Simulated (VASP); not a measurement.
An input for Quantum ESPRESSO's pw.x (written as the equivalent of a VASP run, and not itself run):

```
&CONTROL
  calculation = 'scf'
  pseudo_dir = './pseudo'
  outdir = './out'
  tprnfor = .true.
  tstress = .true.
/
&SYSTEM
  ibrav = 0
  nat = 2
  ntyp = 2
  ecutwfc = 94
  occupations = 'smearing'
  smearing = 'methfessel-paxton'
  degauss = 0.00735
  input_dft = 'pbe'
  nspin = 2
  starting_magnetization(1) = 0.11
  starting_magnetization(2) = -0.11
/
&ELECTRONS
  conv_thr = 7.3e-09
  electron_maxstep = 100
/
ATOMIC_SPECIES
  Cr1 51.996 Cr.upf
  Cr2 51.996 Cr.upf
CELL_PARAMETERS angstrom
     2.8932891    0.0000000    0.0000000
     0.0000000    2.8932891    0.0000000
     0.0000000    0.0000000    2.8932891
ATOMIC_POSITIONS crystal
  Cr1  0.0000000  0.0000000  0.0000000
  Cr2  0.5000000  0.5000000  0.5000000
K_POINTS automatic
  13 13 13 0 0 0
```

Translate this input to VASP (INCAR, KPOINTS, POSCAR, choice of POTCAR).

Several could match; the one computed here: 
**POSCAR**
```
Cr
1
    2.8932891091     0.0000000000     0.0000000000
    0.0000000000     2.8932891091     0.0000000000
    0.0000000000     0.0000000000     2.8932891091
Cr
2
Direct
  0.0000000000   0.0000000000   0.0000000000
  0.5000000000   0.5000000000   0.5000000000
```

**KPOINTS**
```
Automatic mesh
0
Gamma
13 13 13
0 0 0
```

INCAR:
```
ALGO = Normal
EDIFF = 1E-7
ENCUT = 520
GGA = PE
ISIF = 2
ISMEAR = 1
ISPIN = 2
LASPH = .TRUE.
LCHARG = .FALSE.
LMAXMIX = 4
LORBIT = 10
LREAL = .FALSE.
LWAVE = .FALSE.
MAGMOM = 1.1 -1.1
NELM = 100
PREC = Accurate
SIGMA = 0.1
SYSTEM = Cr
```

POTCAR, in this order: Cr_pv (PBE.64 set). Program: vasp_std.

The two are equivalent in intent, not identical: the potentials are each code's own (VASP's PAW set, PseudoDojo norm-conserving files in pw.x), so ENCUT and ecutwfc are chosen apart and not converted; conv_thr bounds pw.x's estimated SCF error, while EDIFF bounds the energy change between steps; starting_magnetization is a fraction of the valence charge and MAGMOM a moment in μB, so they match only roughly.

The compound is Cr in the bcc, AFM order structure. This cell is one point of a volume scan, at 1.03 of the reference volume.
